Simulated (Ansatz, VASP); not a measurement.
**LiRe2: VASP beside Ansatz**

INCAR

```
  ALGO = Normal
  EDIFF = 1E-6
  ENCUT = 520
  GGA = PE
  ISIF = 2
  ISMEAR = 0
  ISPIN = 2
  LASPH = T
  LCHARG = T
  LELF = T
  LMAXMIX = 4
  LORBIT = 11
  LREAL = F
  LVHAR = T
  LWAVE = F
  MAGMOM = 0 0 1 1 1 1
  NBANDS = 30
  NELM = 150
  PREC = Accurate
  SIGMA = 0.1
```

KPOINTS

```
k-points
0
Gamma
  4 4 4
```

File POSCAR:

```
LiRe2
1.0
    0.0000000000      3.6675836049      3.6675836049
    3.6675836049      0.0000000000      3.6675836049
    3.6675836049      3.6675836049      0.0000000000
Li Re
2 4
Direct
    0.5000000000      0.5000000000      0.5000000000
    0.7500000000      0.7500000000      0.7500000000
    0.1250000000      0.1250000000      0.1250000000
    0.6250000000      0.1250000000      0.1250000000
    0.1250000000      0.6250000000      0.1250000000
    0.1250000000      0.1250000000      0.6250000000
```

Input for Ansatz:

```yaml
crystal:
  lattice:
    - [0.0, 3.6675836049, 3.6675836049]
    - [3.6675836049, 0.0, 3.6675836049]
    - [3.6675836049, 3.6675836049, 0.0]
  atoms:
    - { symbol: Li, position: [0.5, 0.5, 0.5] }
    - { symbol: Li, position: [0.75, 0.75, 0.75] }
    - { symbol: Re, position: [0.125, 0.125, 0.125], spin: 1.0 }
    - { symbol: Re, position: [0.625, 0.125, 0.125], spin: 1.0 }
    - { symbol: Re, position: [0.125, 0.625, 0.125], spin: 1.0 }
    - { symbol: Re, position: [0.125, 0.125, 0.625], spin: 1.0 }
basis:
  ecutwfc: 420
kpoints:
  mp_grid: { grid: [4, 4, 4] }
hamiltonian:
  xc: pbe
scf:
  occupations: { method: gaussian, width: 0.1 }
  lower_state_search: "off"
output:
  forces: true
  stress: true
  eigenvalues: true
  populations: true
magnetization:
  spin_polarized: true
```

Change from the starting cell: species swapped into the GdNi2 type (Fd-3m, No. 227).

Alike in both runs: task single point; functional PBE; k mesh 4 × 4 × 4; occupations gaussian, width 0.1 eV; collinear spin.

|  | VASP | Ansatz |
| --- | --- | --- |
| version | VASP 6.6.1 | Ansatz 0.2.0 |
| potentials or method | VASP PAW PBE potentials, release 64 (Li_sv, Re) | scalar-relativistic, plane waves, PAW |
| plane-wave cutoff (eV) | 520 | 420 |
| valence electrons in the cell | 34 | 66 |

|  | VASP | Ansatz | Ansatz less VASP |
| --- | --- | --- | --- |
| gap on the k mesh at the Fermi level (eV) | none | none | - |
| net moment per atom (μB) | 0.00 | 0.00 | 0.000 |

A gap of «none» marks a metal or a gap that the smearing closes. The two sets of potentials don't hold the same shells in valence. Ansatz warned: «seeded_moment_not_kept».

Caveats: the k mesh is coarse (spacing up to 0.37 Å⁻¹), so the values aren't converged. Spin-orbit coupling is left out, which matters for the levels of Re.
